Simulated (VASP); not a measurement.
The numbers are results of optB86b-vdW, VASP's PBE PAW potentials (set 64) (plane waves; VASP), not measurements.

The input files of a VASP run:

**KPOINTS**
```
kpoints
0
gamma
 15 15 15
```

### INCAR
```
# general
SYSTEM  =V
PREC    =Accurate
ENCUT   =520
LREAL   =.False.
LASPH   =.True.

# electronic loop
EDIFF   =1E-6
NELM    =100
ALGO    =Normal
LMAXMIX =4

# smearing
ISMEAR  =1
SIGMA   =0.1

# functional
GGA     =MK
LUSE_VDW=.True.
AGGAC   =0.0
PARAM1  =0.1234
PARAM2  =1.0

# ions
IBRION  =2
NSW     =60
ISIF    =3
EDIFFG  =-0.01

# output
LWAVE   =.False.
LCHARG  =.False.
```

**POSCAR**
```
V
1
   -1.5150000000     1.5150000000     1.5150000000
    1.5150000000    -1.5150000000     1.5150000000
    1.5150000000     1.5150000000    -1.5150000000
V
1
Direct
  0.0000000000   0.0000000000   0.0000000000
```

POTCAR, in this order: V_sv (PBE.64 set). Program: vasp_std.

What VASP printed:

OSZICAR:
```
       N       E                     dE             d eps       ncg     rms          rms(c)
DAV:   1     0.898403042709E+02    0.89840E+02   -0.73943E+03  2408   0.142E+03
DAV:   2    -0.595422186407E+01   -0.95795E+02   -0.94092E+02  2476   0.369E+02
DAV:   3    -0.743776261979E+01   -0.14835E+01   -0.14299E+01  2506   0.541E+01
DAV:   4    -0.744878957311E+01   -0.11027E-01   -0.11024E-01  2466   0.469E+00
DAV:   5    -0.744889943278E+01   -0.10986E-03   -0.10986E-03  2500   0.492E-01    0.177E+01
DAV:   6    -0.604773101926E+01    0.14012E+01   -0.59892E+00  2410   0.362E+01    0.142E+00
DAV:   7    -0.603149737175E+01    0.16234E-01   -0.25838E-02  2414   0.286E+00    0.920E-01
DAV:   8    -0.602368977005E+01    0.78076E-02   -0.69124E-03  2430   0.138E+00    0.522E-02
DAV:   9    -0.602374394126E+01   -0.54171E-04   -0.67986E-05  2428   0.133E-01    0.296E-02
DAV:  10    -0.602375505880E+01   -0.11118E-04   -0.12832E-05  2416   0.413E-02    0.232E-03
DAV:  11    -0.602375557895E+01   -0.52015E-06   -0.21729E-07  1218   0.730E-03
   1 F= -.60237556E+01 E0= -.60241493E+01  d E =-.602376E+01
       N       E                     dE             d eps       ncg     rms          rms(c)
DAV:   1    -0.970072637795E+01   -0.36770E+01   -0.76799E+01  2400   0.149E+02    0.242E+01
DAV:   2    -0.609056524086E+01    0.36102E+01   -0.12828E+01  2406   0.588E+01    0.480E+00
DAV:   3    -0.602573041461E+01    0.64835E-01   -0.14631E-01  2406   0.551E+00    0.355E+00
DAV:   4    -0.600678650618E+01    0.18944E-01   -0.33072E-02  2404   0.267E+00    0.192E-01
DAV:   5    -0.600699051371E+01   -0.20401E-03   -0.16291E-03  2430   0.579E-01    0.101E-01
DAV:   6    -0.600690347420E+01    0.87040E-04   -0.72173E-05  2402   0.125E-01    0.111E-02
DAV:   7    -0.600690231349E+01    0.11607E-05   -0.27834E-06  2232   0.234E-02    0.236E-03
DAV:   8    -0.600690297941E+01   -0.66592E-06   -0.32719E-08  1200   0.285E-03
   2 F= -.60069030E+01 E0= -.60075908E+01  d E =0.168526E-01
       N       E                     dE             d eps       ncg     rms          rms(c)
DAV:   1    -0.727436907998E+01   -0.12675E+01   -0.26024E+01  2400   0.939E+01    0.114E+01
DAV:   2    -0.607068427650E+01    0.12037E+01   -0.58775E+00  2404   0.345E+01    0.207E+00
DAV:   3    -0.605604299647E+01    0.14641E-01   -0.25101E-02  2400   0.247E+00    0.102E+00
DAV:   4    -0.605032533781E+01    0.57177E-02   -0.12542E-02  2402   0.161E+00    0.147E-01
DAV:   5    -0.605035398082E+01   -0.28643E-04   -0.50103E-04  2432   0.330E-01    0.313E-02
DAV:   6    -0.605033714380E+01    0.16837E-04   -0.63370E-05  2406   0.115E-01    0.674E-03
DAV:   7    -0.605033717384E+01   -0.30044E-07   -0.34107E-07  1222   0.984E-03
   3 F= -.60503372E+01 E0= -.60507443E+01  d E =-.265816E-01
       N       E                     dE             d eps       ncg     rms          rms(c)
DAV:   1    -0.605064949637E+01   -0.31235E-03   -0.65473E-03  2400   0.144E+00    0.195E-01
DAV:   2    -0.605034837401E+01    0.30112E-03   -0.13373E-03  2406   0.542E-01    0.384E-02
DAV:   3    -0.605034489245E+01    0.34816E-05   -0.39438E-06  2354   0.286E-02    0.231E-02
DAV:   4    -0.605034297721E+01    0.19152E-05   -0.28114E-06  2234   0.233E-02    0.149E-03
DAV:   5    -0.605034287899E+01    0.98219E-07   -0.61815E-08  1200   0.380E-03
   4 F= -.60503429E+01 E0= -.60507496E+01  d E =-.265873E-01
```

**OUTCAR**
```
------------------------ aborting loop because EDIFF is reached ----------------------------------------
  FORCE on cell =-STRESS in cart. coord.  units (eV):
  Direction    XX          YY          ZZ          XY          YZ          ZX
  --------------------------------------------------------------------------------------
  Total        0.0052026      0.0052026      0.0052026     -0.0000000     -0.0000000      0.0000000
  in kB        0.6357630      0.6357630      0.6357630     -0.0000000     -0.0000000      0.0000000
  external PRESSURE =       0.6357630 kB  Pullay stress =       0.0000000 kB
  volume of cell :       13.11
      direct lattice vectors                 reciprocal lattice vectors
    -1.485449373  1.485449373  1.485449373     0.000000000  0.336598479  0.336598479
     1.485449373 -1.485449373  1.485449373     0.336598479  0.000000000  0.336598479
     1.485449373  1.485449373 -1.485449373     0.336598479  0.336598479  0.000000000
 POSITION                                       TOTAL-FORCE (eV/Angst)
 -----------------------------------------------------------------------------------
     -1.48545      1.48545      1.48545         0.000000      0.000000     -0.000000
 -----------------------------------------------------------------------------------
    total drift:                               -0.000000     -0.000000      0.000000
  FREE ENERGIE OF THE ION-ELECTRON SYSTEM (eV)
  ---------------------------------------------------
  free  energy   TOTEN  =        -6.0503428790 eV

  energy  without entropy=       -6.0515631109  energy(sigma->0) =       -6.05074962

 reached required accuracy - stopping structural energy minimisation
```
(Selected blocks of OUTCAR.)

CONTCAR:
```
V
   1.00000000000000
    -1.4854493727971763    1.4854493727971763    1.4854493727971763
     1.4854493727971763   -1.4854493727971763    1.4854493727971763
     1.4854493727971763    1.4854493727971763   -1.4854493727971763
  V
     1
Direct
     1.0000000000000000    0.0000000000000000    0.0000000000000000
```

Energy and stress use the plane-wave basis of the starting cell.

The compound is V in the bcc structure. This run relaxes it. Symmetry was kept, so distortions that lower it aren't found. The run is not spin-polarised, so no magnetic state was tried.
